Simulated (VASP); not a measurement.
Output of a VASP run:

OUTCAR:
```
 ion  position               nearest neighbor table
   1  0.000  0.000  0.500-   2 2.55   2 2.55   4 2.59   3 2.59   4 2.59   3 2.59   4 2.59   3 2.59
  LATTYP: Found a hexagonal cell.
 ALAT       =     3.9013646908
 C/A-ratio  =     1.3054934781
 Subroutine PRICEL returns:
 Original cell was already a primitive cell.
 Subroutine GETGRP returns: Found 24 space group operations
The static configuration has the point symmetry D_3d.
 The point group associated with its full space group is D_6h.
The dynamic configuration has the point symmetry D_3d.
 Subroutine INISYM returns: Found 24 space group operations
 Subroutine IBZKPT returns following result:
 Found     40 irreducible k-points:

 Following reciprocal coordinates:
            Coordinates               Weight
  0.000000  0.000000  0.000000      1.000000
  0.125000 -0.000000  0.000000      6.000000
  0.250000 -0.000000  0.000000      6.000000
  0.375000 -0.000000  0.000000      6.000000
  0.500000 -0.000000  0.000000      3.000000
  0.125000  0.125000  0.000000      6.000000
  0.250000  0.125000  0.000000     12.000000
  0.375000  0.125000  0.000000     12.000000
  0.250000  0.250000  0.000000      6.000000
  0.375000  0.250000  0.000000      6.000000
  0.000000  0.000000  0.166667      2.000000
  0.125000 -0.000000  0.166667     12.000000
  0.250000 -0.000000  0.166667     12.000000
  0.375000 -0.000000  0.166667     12.000000
  0.500000 -0.000000  0.166667      6.000000
  0.125000  0.125000  0.166667     12.000000
  0.250000  0.125000  0.166667     24.000000
  0.375000  0.125000  0.166667     24.000000
  0.250000  0.250000  0.166667     12.000000
  0.375000  0.250000  0.166667     12.000000
  0.000000  0.000000  0.333333      2.000000
  0.125000 -0.000000  0.333333     12.000000
  0.250000 -0.000000  0.333333     12.000000
  0.375000 -0.000000  0.333333     12.000000
  0.500000 -0.000000  0.333333      6.000000
  0.125000  0.125000  0.333333     12.000000
  0.250000  0.125000  0.333333     24.000000
  0.375000  0.125000  0.333333     24.000000
  0.250000  0.250000  0.333333     12.000000
  0.375000  0.250000  0.333333     12.000000
  0.000000  0.000000  0.500000      1.000000
  0.125000 -0.000000  0.500000      6.000000
  0.250000 -0.000000  0.500000      6.000000
  0.375000 -0.000000  0.500000      6.000000
  0.500000 -0.000000  0.500000      3.000000
  0.125000  0.125000  0.500000      6.000000
  0.250000  0.125000  0.500000     12.000000
  0.375000  0.125000  0.500000     12.000000
  0.250000  0.250000  0.500000      6.000000
  0.375000  0.250000  0.500000      6.000000
   k-points           NKPTS =     40   k-points in BZ     NKDIM =     40   number of bands    NBANDS=     19
   number of dos      NEDOS =    301   number of ions     NIONS =      4
   total plane-waves  NPLWV =  36000
   dimension x,y,z NGX =    30 NGY =   30 NGZ =   40
   dimension x,y,z NGXF=    60 NGYF=   60 NGZF=   80
   ions per type =               2   2
   PREC   = accura    normal or accurate (medium, high low for compatibility)
   ISTART =      0    job   : 0-new  1-cont  2-samecut
   ICHARG =      2    charge: 1-file 2-atom 10-const
   ISPIN  =      1    spin polarized calculation?
   LNONCOLLINEAR =      F non collinear calculations
   LSORBIT =      F    spin-orbit coupling
   INIWAV =      1    electr: 0-lowe 1-rand  2-diag
   ENCUT  =  520.0 eV  38.22 Ry    6.18 a.u.   7.25  7.25  9.47*2*pi/ulx,y,z
   NELM   =    100;   NELMIN=  2; NELMDL= -5     # of ELM steps
   EDIFF  = 0.1E-05   stopping-criterion for ELM
   LREAL  =      F    real-space projection
   NLSPLINE    = F    spline interpolate recip. space projectors
   LMAXMIX     =    4 max onsite mixed and CHGCAR
   VOSKOWN=      0    Vosko Wilk Nusair interpolation
   EDIFFG = -.2E-01   stopping-criterion for IOM
   NSW    =     60    number of steps for IOM
   NBLOCK =      1;   KBLOCK =     60    inner block; outer block
...
```

OSZICAR:
```
       N       E                     dE             d eps       ncg     rms          rms(c)
DAV:   1     0.169788529505E+03    0.16979E+03   -0.12587E+04  1520   0.162E+03
DAV:   2    -0.136403244770E+02   -0.18343E+03   -0.17819E+03  1529   0.323E+02
DAV:   3    -0.230036342474E+02   -0.93633E+01   -0.90465E+01  1752   0.907E+01
DAV:   4    -0.232906197983E+02   -0.28699E+00   -0.28396E+00  1721   0.145E+01
DAV:   5    -0.232992131937E+02   -0.85934E-02   -0.85916E-02  1779   0.273E+00    0.142E+01
DAV:   6    -0.261448925149E+02   -0.28457E+01   -0.40872E+01  1661   0.117E+02    0.181E+01
DAV:   7    -0.216453233683E+02    0.44996E+01   -0.14674E+01  1655   0.809E+01    0.402E+00
DAV:   8    -0.216947259885E+02   -0.49403E-01   -0.17292E+00  2097   0.123E+01    0.263E+00
DAV:   9    -0.216329783033E+02    0.61748E-01   -0.24108E-01  1742   0.866E+00    0.646E-01
DAV:  10    -0.216335129909E+02   -0.53469E-03   -0.75407E-03  1610   0.803E-01    0.512E-01
DAV:  11    -0.216330013873E+02    0.51160E-03   -0.69996E-04  1660   0.241E-01    0.155E-01
DAV:  12    -0.216327419436E+02    0.25944E-03   -0.76930E-04  2069   0.488E-01    0.423E-02
DAV:  13    -0.216327490570E+02   -0.71134E-05   -0.86693E-05  1621   0.696E-02    0.375E-02
DAV:  14    -0.216327501103E+02   -0.10533E-05   -0.36231E-06  1484   0.182E-02    0.635E-03
DAV:  15    -0.216327503492E+02   -0.23884E-06   -0.49882E-07   889   0.730E-03
   1 F= -.21632750E+02 E0= -.21632692E+02  d E =-.216328E+02
       N       E                     dE             d eps       ncg     rms          rms(c)
DAV:   1    -0.216365527672E+02   -0.38027E-02   -0.86000E-02  1580   0.254E+00    0.381E-01
DAV:   2    -0.216350291284E+02    0.15236E-02   -0.78384E-03  1747   0.166E+00    0.263E-01
DAV:   3    -0.216343501325E+02    0.67900E-03   -0.52611E-03  1715   0.144E+00    0.207E-01
DAV:   4    -0.216337158750E+02    0.63426E-03   -0.17136E-03  1767   0.694E-01    0.257E-02
DAV:   5    -0.216337169035E+02   -0.10285E-05   -0.12888E-04  1764   0.140E-01    0.119E-02
DAV:   6    -0.216337157651E+02    0.11384E-05   -0.10985E-05  1730   0.509E-02    0.502E-03
DAV:   7    -0.216337159501E+02   -0.18501E-06   -0.11647E-06   783   0.210E-02
   2 F= -.21633716E+02 E0= -.21633652E+02  d E =-.965601E-03
```

File OUTCAR:
```
------------------------ aborting loop because EDIFF is reached ----------------------------------------
  FORCE on cell =-STRESS in cart. coord.  units (eV):
  Direction    XX          YY          ZZ          XY          YZ          ZX
  --------------------------------------------------------------------------------------
  Total        0.0773337      0.0773337     -0.0479513      0.0000000      0.0000000      0.0000000
  in kB        1.8474377      1.8474378     -1.1455166      0.0000000      0.0000000      0.0000000
  external PRESSURE =       0.8497863 kB  Pullay stress =       0.0000000 kB
  volume of cell :       67.07
      direct lattice vectors                 reciprocal lattice vectors
     1.953365885 -3.383329119  0.000000000     0.255968431 -0.147783435  0.000000000
     1.953365885  3.383329119  0.000000000     0.255968431  0.147783435  0.000000000
    -0.000000000 -0.000000000  5.074016614     0.000000000  0.000000000  0.197082524
 POSITION                                       TOTAL-FORCE (eV/Angst)
 -----------------------------------------------------------------------------------
      1.95337      3.38333      2.53701         0.000000      0.000000     -0.000000
      1.95337      3.38333      5.07402        -0.000000      0.000000     -0.000000
      1.95337      1.12778      1.26850         0.000000      0.000000      0.000000
      1.95337     -1.12778      3.80551        -0.000000     -0.000000      0.000000
 -----------------------------------------------------------------------------------
    total drift:                                0.000000      0.000000      0.000000
  FREE ENERGIE OF THE ION-ELECTRON SYSTEM (eV)
  ---------------------------------------------------
  free  energy   TOTEN  =       -21.6337159501 eV

  energy  without entropy=      -21.6335233342  energy(sigma->0) =      -21.63365174

 reached required accuracy - stopping structural energy minimisation
```
(Selected blocks of OUTCAR.)

POSCAR:
```
NiSb
1
    1.9506822763    -3.3786809716    -0.0000000000
    1.9506822763     3.3786809716     0.0000000000
    0.0000000000     0.0000000000     5.0932061594
Ni Sb
2 2
Direct
  0.0000000000   0.0000000000   0.5000000000
  0.0000000000   0.0000000000   0.0000000000
  0.3333330000   0.6666670000   0.2500000000
  0.6666670000   0.3333330000   0.7500000000
```

Q: Reconstruct the remaining input files.

A: This is not unique; one that fits is the input of the run itself, AM05 GGA, plane waves, VASP's PBE PAW potentials (set 64).

### INCAR
```
# general
SYSTEM  = NiSb
PREC    = Accurate
ENCUT   = 520
LREAL   = .False.   # projection in real space or not
LASPH   = .True.

# electronic loop
EDIFF   = 1E-6
NELM    = 100   # most electronic steps
ALGO    = Normal
LMAXMIX = 4

# smearing
ISMEAR  = 1   # Methfessel-Paxton
SIGMA   = 0.1   # width (eV)

# functional
GGA     = AM   # AM05

# ions
IBRION  = 2   # conjugate gradients
NSW     = 60
ISIF    = 3
EDIFFG  = -0.02   # ionic stop

# output
LWAVE   = .False.
LCHARG  = .False.
```

**KPOINTS**
```
Automatic mesh
0
Gamma
8 8 6
0 0 0
```

POTCAR, in this order: Ni Sb (PBE.64 set). Program: vasp_std.

The compound is NiSb in the NiAs type structure. This run relaxes it. Symmetry was kept, so distortions that lower it aren't found. The start is the result of an earlier pass. The run is not spin-polarised, so no magnetic state was tried.
